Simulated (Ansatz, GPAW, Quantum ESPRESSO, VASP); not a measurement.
# One structure in several programs: P₂Pd (P1, 6 atoms in the cell)

Self-consistent single point.

```
P2Pd
1.0
    3.44501    -2.92873     0.00000
    3.44501     2.92873     0.00000
   -3.09077     0.00000     5.00352
P Pd
4 2
Direct
  0.07432   0.30977   0.35452
  0.93289   0.69418   0.66449
  0.67808   0.96190   0.17442
  0.29309   0.04590   0.83828
  0.50733   0.98854   0.48302
  0.01429   0.49971   0.98527
```

Shared settings, as Ansatz (a first-principles code) writes them: kpoints.mp_grid.grid = 3 3 3; scf.occupations.method = fermi_dirac; scf.occupations.width = 0.01 eV. Potentials and cutoffs stand in the table.

| code | model | pressure (GPa) | largest force (eV/Å) | gap on the mesh (eV) | cutoff |
|---|---|---|---|---|---|
| Ansatz | PBEsol, PAW files made with PBE | 0.90 | 2.471 | 0.484 | default |
| VASP | PBEsol, VASP's PBE PAW potentials (set 64) | 0.62 | 2.464 | – | 300 eV |
| Quantum ESPRESSO | PBEsol, GBRV 1.5 ultrasoft (PBESOL) pseudopotentials | 1.16 | 2.458 | 0.482 | 40 Ry |
| GPAW | PBEsol, GPAW PAW datasets PBEsol (made by gpaw-setup) | 1.47 | 2.503 | 0.478 | 600 eV |

Size of the force on each atom (eV/Å): Sizes of forces hide their directions.

```tsv
code	P1	P2	P3	P4	Pd5	Pd6
Ansatz	1.969	1.145	2.136	2.471	2.363	2.214
VASP	1.968	1.135	2.141	2.464	2.374	2.220
Quantum ESPRESSO	1.970	1.133	2.154	2.458	2.394	2.243
GPAW	1.985	1.164	2.149	2.503	2.383	2.239
```

A dash marks a value that a program does not give, or that is left out as unsure.

No gap is tabulated for VASP: it is not read from that output, or partly filled or unconverged empty levels leave it unsure.

Gaps are read on the mesh.

The spread over the programs that give each value: pressure within 0.85 GPa; largest force within 0.045 eV/Å; gap on the mesh within 0.006 eV.

Ansatz's pressure is given at a fixed set of plane waves, as the other plane-wave codes print theirs.

On the base mesh (4 4 4) the same programs gave: Ansatz pressure 0.92 GPa, gap on the mesh 0.464 eV; GPAW pressure 1.49 GPa, gap on the mesh 0.471 eV; Quantum ESPRESSO pressure 1.18 GPa, gap on the mesh 0.460 eV; VASP pressure 0.63 GPa.

VASP's run is marked for a possible Pulay error in its stress at this cutoff; no cutoff test was made.

The starting cell comes from a database of computed structures (which also holds hypothetical and non-ambient phases and stackings), without a prior relaxation at this level. Its atoms were displaced at random from the sites of space group no. 15.

Left out of this page: ABINIT, FLEUR and SIESTA (not drawn, or without a comparable value); CP2K (on another mesh).

Keys are those of Ansatz 0.2.
